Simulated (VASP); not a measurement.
```
CELL_PARAMETERS angstrom
      1.76832    -5.42422     0.00000
      1.76832     5.42422     0.00000
      0.00000     0.00000     2.98783
ATOMIC_POSITIONS crystal
  P  0.58476 0.41524 0.25000
  P  0.41524 0.58476 0.75000
  Pd 0.82516 0.17484 0.25000
  Pd 0.15641 0.84359 0.75000
```

Computed with PBEsol GGA, VASP's PBE PAW potentials (set 64) (plane waves; VASP). Run with 480 eV cut-off, 8×8×10 Γ-centred mesh, first-order Methfessel-Paxton smearing of 0.10 eV, potentials P Pd.

Q: Give the force on each atom (eV/Å).

A: 
| atom | Fx | Fy | Fz |
|---|---|---|---|
| P1 | 0.000 | 0.458 | 0.000 |
| P2 | 0.000 | -0.102 | 0.000 |
| Pd3 | 0.000 | 0.773 | 0.000 |
| Pd4 | 0.000 | -1.129 | 0.000 |

Q: Give the stress tensor in GPa (positive for a compressed cell).

A: 
```
 2.07   0.00   0.00
 0.00   1.89   0.00
 0.00   0.00  -0.42
```
The pressure is its mean diagonal, 1.18 GPa.

The structure was generated: PPd was put into the CrB type (Cmcm), which need not be its known phase. This cell was strained or had an atom moved on purpose.
